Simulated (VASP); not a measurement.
These are r2SCAN meta-GGA, VASP's PBE PAW potentials (set 64) (plane waves; VASP) values and carry that method's errors.

VASP input:

**KPOINTS**
```
kpoints
0
G
13 13 6
```

**POSCAR**
```
Cd
1
    1.4900000000    -2.5807560000     0.0000000000
    1.4900000000     2.5807560000     0.0000000000
    0.0000000000     0.0000000000     5.6200000000
Cd
2
Direct
  0.3333330000   0.6666670000   0.2500000000
  0.6666670000   0.3333330000   0.7500000000
```

**INCAR**
```
SYSTEM = Cd
PREC = Accurate; ENCUT = 520; LREAL = .False.
LASPH = .True.
EDIFF = 1E-6; NELM = 100; ALGO = Normal
LMAXMIX = 4; LMIXTAU = .True.
ISMEAR = 1; SIGMA = 0.1
METAGGA = R2SCAN
IBRION = 2; NSW = 60; ISIF = 3
EDIFFG = -0.01
LWAVE = .False.; LCHARG = .False.
```

POTCAR, in this order: Cd (PBE.64 set). Program: vasp_std.

Question: Estimate the energy per atom (σ→0), volume per atom, band gap (on the k-mesh).

Answer: 
```
Quantity                                                     Value
------------------------  ----------------------------------------
energy per atom (σ→0)                              -20.103 eV/atom
band gap (on the k-mesh)  none (metal, semimetal or under 0.01 eV)
volume per atom                                      21.84 Å³/atom
```

### OSZICAR
```
...
DAV:   4    -0.402056510772E+02    0.33491E-03   -0.99135E-04  2896   0.220E-01    0.230E-02
DAV:   5    -0.402059777473E+02   -0.32667E-03   -0.29173E-04  2856   0.128E-01    0.710E-03
DAV:   6    -0.402059796199E+02   -0.18726E-05   -0.78162E-06  2384   0.198E-02    0.401E-03
DAV:   7    -0.402059845481E+02   -0.49282E-05   -0.20475E-06  2096   0.146E-02    0.142E-03
DAV:   8    -0.402059818323E+02    0.27158E-05   -0.54307E-07  1400   0.729E-03    0.101E-03
DAV:   9    -0.402059843545E+02   -0.25222E-05   -0.20685E-07  1360   0.587E-03    0.409E-04
DAV:  10    -0.402059839776E+02    0.37693E-06   -0.22322E-08  1368   0.137E-03
   3 F= -.40205984E+02 E0= -.40206011E+02  d E =-.107908E-02
```

The compound is Cd in the hcp structure. This run relaxes it. Symmetry was kept, so distortions that lower it aren't found.
